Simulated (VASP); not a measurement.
A convergence study with VASP on Cl (space group no. 64 when undisturbed): a few settings are varied, all else stays as given below, so the limit is that of these other settings. One atom is moved off its site, so that forces are finite.

```
Cl
1.0
    2.24672    -3.12936     0.00000
    2.24672     3.12936     0.00000
    0.00000     0.00000     8.28478
Cl
4
Direct
  0.87700   0.87700   0.90304
  0.62300   0.62300   0.39700
  0.37700   0.37700   0.60300
  0.12300   0.12300   0.10300
```

Computed with PBEsol GGA, VASP's PBE PAW potentials (set 64) (plane waves; VASP). The last row used: 300 eV cut-off, 18×18×8 Γ-centred mesh shifted by (0.5, 0.5, 0.5), Fermi-Dirac smearing of 0.010 eV, potentials Cl.

Gaps are read on the run's mesh, which can miss a band edge.

| setting | E (eV/atom) | pressure (GPa) | largest force (eV/Å) | gap on the mesh (eV) | irreducible k-points |
|---|---|---|---|---|---|
| 2×2×1 mesh | -1.9957 | -1.58 | 0.560 | 2.630 | 2 |
| 3×3×1 mesh | -1.9757 | -1.32 | 0.599 | 2.581 | 4 |
| 3×3×2 mesh | -1.9879 | -1.45 | 0.525 | 2.560 | 6 |
| 4×4×2 mesh | (withheld) | (withheld) | (withheld) | (withheld) | 10 |
| 5×5×2 mesh | -1.9882 | -1.48 | 0.538 | 2.543 | 15 |
| 5×5×3 mesh | -1.9882 | -1.48 | 0.539 | 2.500 | 24 |
| 6×6×3 mesh | -1.9881 | -1.48 | 0.539 | 2.462 | 33 |
| 7×7×3 mesh | -1.9882 | -1.48 | 0.539 | 2.465 | 44 |
| 8×8×4 mesh | -1.9882 | -1.48 | 0.539 | 2.451 | 72 |
| 9×9×4 mesh | -1.9882 | -1.48 | 0.539 | 2.442 | 90 |
| 10×10×5 mesh | -1.9882 | -1.48 | 0.539 | 2.427 | 140 |
| 11×11×5 mesh | -1.9882 | -1.48 | 0.539 | 2.432 | 168 |
| 12×12×5 mesh | -1.9882 | -1.48 | 0.539 | 2.426 | 198 |
| 13×13×6 mesh | -1.9882 | -1.48 | 0.539 | (withheld) | 273 |
| 14×14×7 mesh | -1.9882 | -1.48 | 0.539 | 2.424 | 371 |
| 16×16×7 mesh | -1.9882 | -1.48 | 0.539 | 2.424 | 480 |
| 18×18×8 mesh | -1.9882 | -1.48 | 0.539 | 2.427 | 684 |

### Question
Fill in the missing entries.

### Answer

- 13×13×6 mesh, gap on the mesh (eV): 2.429
- 4×4×2 mesh, E (eV/atom): -1.9878
- 4×4×2 mesh, pressure (GPa): -1.49
- 4×4×2 mesh, largest force (eV/Å): 0.537
- 4×4×2 mesh, gap on the mesh (eV): 2.561

Left out are rungs that failed or repeat a setting and relaxations that didn't move; long series are thinned to 24 rows.

The structure is a typed Cl crystal (space group no. 64). The cell was not relaxed at this level, it is distorted from the ideal structure.
